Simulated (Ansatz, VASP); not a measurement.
**ZrGe in two plane-wave programs**

Wanted: the spread between two codes on one cell, functional and k mesh. The cell is generated by rule, not measured, and may not be a known phase. The cell is taken from a series of runs on this material, whose earlier steps may have relaxed, scaled, displaced or heated it; both programs get it as it stands.

Method: plane waves, with VASP 6.6.1 beside it; zone-centre phonons at LDA, in Ansatz 0.2.0.

The structure was built from a prototype and need not be the compound's stable phase.

## (1) The structure

Symmetry: P6_3/mmc, No. 194, hexagonal system. Conventional cell: a = 3.733 Å, b = 3.733 Å, c = 6.733 Å, α = 90.00°, β = 90.00°, γ = 120.00°. Nearest to Zr lie 6 Ge at 2.73 Å. Nearest to Ge lie 6 Zr at 2.73 Å. Farther neighbours are not listed.

## (2) Ansatz: zone-centre phonons, LDA

Ansatz runs on its default PAW (the set named soft_2) files.

Second derivatives magnify differences that forces hide, and they need a tight electronic threshold.

The input, input.yaml:

```yaml
crystal:
  lattice:
    - [3.7334748938, 0.0, 0.0]
    - [-1.8667374469, 3.2332841025, 0.0]
    - [0.0, 0.0, 6.7327527898]
  atoms:
    - { symbol: Zr, position: [0.0, 0.0, 0.0] }
    - { symbol: Zr, position: [0.0, 0.0, 0.5] }
    - { symbol: Ge, position: [0.3333333333, 0.6666666667, 0.25] }
    - { symbol: Ge, position: [0.6666666667, 0.3333333333, 0.75] }
kpoints:
  mp_grid: { grid: [12, 12, 6] }
hamiltonian:
  xc: lda
scf:
  occupations: { method: methfessel_paxton, width: 0.15 }
output:
  eigenvalues: true
phonons:
  method: dfpt
```

Launch:

```
$ ansatz run input.yaml --threads 4 --pin off --max-ram 7168MiB --backend cpu --events-out ev --progress --plain --runs-dir out
```

Numbers of over 12 decimals in the logs are rounded to 6 here.

Output:

```text
Engine: ansatz 0.2.0, aarch64-unknown-linux-gnu
Pseudopotentials: kind: paw
Pseudopotential: Zr, paw, valence charge 12, recommended cutoff 420 eV (normal), Zr.paw.azcp
Pseudopotential: Ge, paw, valence charge 14, recommended cutoff 420 eV (normal), Ge.paw.azcp
Functional definition: SPW92
  exchange = slater_x
  correlation = pw_c
Crystal: 4 atoms, lattice volume = 81.274 Å³
Basis set: ecut = 420 eV, 1595 PW (Γ), exchange–correlation on 50×50×96 points (8 copies of the dense FFT grid, shifted against one another)
Bands: 32, of which v1, the nominal top of the filled ones, is band 26 counted from 1 (25 counted from 0)
Symmetry: 24 space group operations
k-points: 242 of 864 (irreducible under 2 space group operations, time reversal used)
Non-local potential: Zr, projectors of the file, l = 0: 3, l = 1: 2, l = 2: 2, l = 3: 2
Non-local potential: Ge, projectors of the file, l = 0: 2, l = 1: 2, l = 2: 3, l = 3: 1
PAW form: soft (Blöchl's): semilocal exchange-correlation on the pseudo side does not see the compensation charge
PAW frozen core: Zr, regenerated for the run's functional, and the local potential with it (the file was generated under x = pbe(κ = 0.804, μ = 0.219515), c = pbe(β = 0.066725))
PAW frozen core: Ge, regenerated for the run's functional, and the local potential with it (the file was generated under x = pbe(κ = 0.804, μ = 0.219515), c = pbe(β = 0.066725))
PAW one-centre angular grid: Zr, 590 points (default); XC on 64 Gauss nodes
PAW one-centre angular grid: Ge, 590 points (default); XC on 64 Gauss nodes
Initial density: superposition of atomic densities (neutral atoms: chi_scale 0, normalization atom), corrected by the library's trained network
Initial wavefunctions: pseudopotential atomic-orbital guess
Functional: x = slater, c = lda
SCF iter   1: F=—  HF=-16588.883220 eV  |F-HF|=—  |Δ(HF+E_count)|=         —  Δρ=6.65e-3  dr2=3.48e-2  ethr=1.77e-3  ⟨swp⟩=5.3  Hψ=26490  notcnv=0
preconditioner: auto → Kerker (q_TF=auto, 2.533 Å⁻¹)  [metal: Δε(μ)=0.040 eV  Ē_g=19.881 eV  σ=0.150 eV  W_gap=0.22  n_scr=22 (ndim 8)  ℏωp=28.5 eV  f_vac=0.000  D(μ)=1.04/eV (n_scr^D=2)]
SCF iter   2: F=—  HF=-16588.875253 eV  |F-HF|=—  |Δ(HF+E_count)|=   7.97e-3  S|Δr|=    0.00e0  Δρ=3.64e-3  dr2=1.31e-2  ethr=6.70e-5  ⟨swp⟩=1.0  Hψ=9682  notcnv=0
SCF iter   3: F=—  HF=-16588.871136 eV  |F-HF|=—  |Δ(HF+E_count)|=   4.12e-3  S|Δr|=    0.00e0  Δρ=8.16e-4  dr2=7.80e-4  ethr=2.53e-5  ⟨swp⟩=2.0  Hψ=9507  notcnv=0
SCF iter   4: F=—  HF=-16588.870656 eV  |F-HF|=—  |Δ(HF+E_count)|=   4.80e-4  S|Δr|=    0.00e0  Δρ=4.54e-4  dr2=2.18e-4  ethr=1.50e-6  ⟨swp⟩=2.0  Hψ=11724  notcnv=0
SCF iter   5: F=—  HF=-16588.870577 eV  |F-HF|=—  |Δ(HF+E_count)|=   7.88e-5  S|Δr|=    0.00e0  Δρ=1.31e-4  dr2=1.88e-5  ethr=4.18e-7  ⟨swp⟩=2.0  Hψ=11912  notcnv=0
SCF iter   6: F=—  HF=-16588.870573 eV  |F-HF|=—  |Δ(HF+E_count)|=   3.87e-6  S|Δr|=    0.00e0  Δρ=2.17e-5  dr2=3.40e-7  ethr=3.61e-8  ⟨swp⟩=2.0  Hψ=11919  notcnv=0
SCF iter   7: F=—  HF=-16588.870573 eV  |F-HF|=—  |Δ(HF+E_count)|=   2.20e-7  S|Δr|=    0.00e0  Δρ=3.78e-6  dr2=1.30e-8  ethr=6.55e-10  ⟨swp⟩=2.1  Hψ=14014  notcnv=0
SCF iter   8: F=—  HF=-16588.870573 eV  |F-HF|=—  |Δ(HF+E_count)|=  7.71e-10  S|Δr|=    0.00e0  Δρ=8.59e-7  dr2=8.66e-10  ethr=2.51e-11  ⟨swp⟩=2.4  Hψ=10187  notcnv=0
SCF iter   9: F=—  HF=-16588.870573 eV  |F-HF|=—  |Δ(HF+E_count)|=  2.51e-10  S|Δr|=    0.00e0  Δρ=1.98e-7  dr2=5.05e-11  ethr=1.67e-12  ⟨swp⟩=2.0  Hψ=11855  notcnv=0
SCF iter  10: F=-16588.870573 eV  HF=-16588.870573 eV  |F-HF|=3.64e-12  |Δ(HF+E_count)|=  7.28e-12  S|Δr|=    0.00e0  Δρ=4.18e-8  dr2=1.37e-12  ethr=1.00e-12  ⟨swp⟩=7.4  Hψ=32491  notcnv=0
SCF 1 converged in 10 iterations: F = -16588.870573 eV  dr2 = 1.37e-12
  greatest PAW one-centre occupation: 0.998 electrons in one spin orbital (limit 2), on the Ge atom at site 3 (counted from 0), in its partial waves of l = 2
DFPT response loops at Γ: preconditioner auto → Kerker (q_TF=auto, 2.533 Å⁻¹) (partly filled bands, converged f_vac=0.000); β = 1.00, the filter's whole step (`scf.mixing.beta` (0.50) is not read by the response loops under this deck's `scf.mixing.preconditioner`; to damp them name `kerker` or `kerker_dos`, under which they read `scf.mixing.beta`, and type it under 1.00, their step now; both keys bind the ground state too); Broyden in place of MSR1
SCF converged after 10 iterations
Stability not checked: this state was not tested for a lower state beside it, because cold or Methfessel-Paxton smearing, or corrected tetrahedra, fill the levels in a way that the test cannot read (fill_not_monotonic; see scf.lower_state_search)
Free energy (F): -16588.870573 eV
Harris-Foulkes:  -16588.870573 eV  (|F-HF|=3.64e-12)
Internal energy: -16588.873727 eV  (E = F + TS)
E sigma→0 (E₀):  -16588.871362 eV
Entropy (-TS):   0.003154 eV (0.788 meV/atom)
Fermi energy:    12.473482 eV
Step filling:    the computed levels leave a gap of 0.0031 eV = 0.0 smearing widths at the electron count; against every level under it full and every level over it empty, smearing changes F+E_penalty+E_count by +0.730 meV and its σ→0 estimate by -0.059 meV
--- Per-component energies (eV) ---
  E_band       = -397.943782
  E_kinetic    = 895.456796
  E_local      = -5761.383629  (includes V_loc(G=0)·N_el)
  E_nonlocal   = 1010.295615
  E_hartree    = 2386.464999
  E_xc         = -474.656808
  E_vxc        = -515.669798  (∫ρ·V_xc dr)
  E_paw        = -9579.951452  (= ΣΔE_a)
  E_vpaw       = -799.573360  (= ΣTr[D̂ρ^β])
  E_aug_tail   = 0.000591  (compensation charges beyond the density's cutoff)
  E_ewald      = -5069.657292
  E_core_change = 4.557454  (= ΣΔE_core)
  E_smearing   = 0.003154  (= −TS)
  E_closure    = 0.000000  (closes the sum)
  Σ components = -16588.870573   (vs F -16588.870573, Δ=0.00e0)
--- Band table (eV; the first three rows and the last of 242) ---
  k-point 0: bands = [... 22 lower, 10.9071, 11.2554, 13.1450, 13.1450, 13.2236, 13.2236, 14.2698, 15.3278, ... 2 higher]
  k-point 1: bands = [... 22 lower, 11.0018, 11.1517, 12.8603, 12.8603, 13.3041, 13.3041, 14.1242, 14.8270, ... 2 higher]
  k-point 2: bands = [... 22 lower, 11.2802, 11.2802, 12.2872, 12.2872, 13.5389, 13.5389, 14.0943, 14.3550, ... 2 higher]
  k-point 241: bands = [... 22 lower, 10.4137, 10.4137, 11.0892, 11.0892, 13.0069, 13.0069, 15.0647, 15.0647, ... 2 higher]
--- Phonons (Γ-DFPT): 4 representative perturbations + reference, on 242 of 864 k-points (Σ response iterations 13) ---
  k mesh reduced under 2 symmetry operations, with k and −k counted as one. Each operation leaves every solved perturbation unchanged. A smaller set is not used because it would not reduce the number of displacements times k-points to solve
  ASR residual: 1.776e-5 → 0.000e0 eV/Å²; symmetrization residual: 8.939e-6 eV/Å²
  ASR residual per site (eV/Å²): 5.42e-6 5.42e-6 1.78e-5 1.78e-5
  Γ frequencies (cm⁻¹): 0.00 0.00 0.00 135.88 135.88 154.07 154.07 185.68 185.68 209.25 218.37 261.51
  non-analytic LO–TO correction: not included (Born effective charges unavailable; polar crystals: no LO–TO splitting at Γ)
```

(Part 1 of 2 ends here.)

[Lines on the potential files, build, host, timing and source positions are cut from VASP's logs without a mark.]

[Logs are printed without paths, hosts, clocks, repeated set-up lines and the standing remarks that a program may print on its own settings, such as how far it seeks lower states.]

[Hosts, paths, dates, database ids (printed as entryN), source tags and the programs' standing remarks are cut or masked in the printed files.]
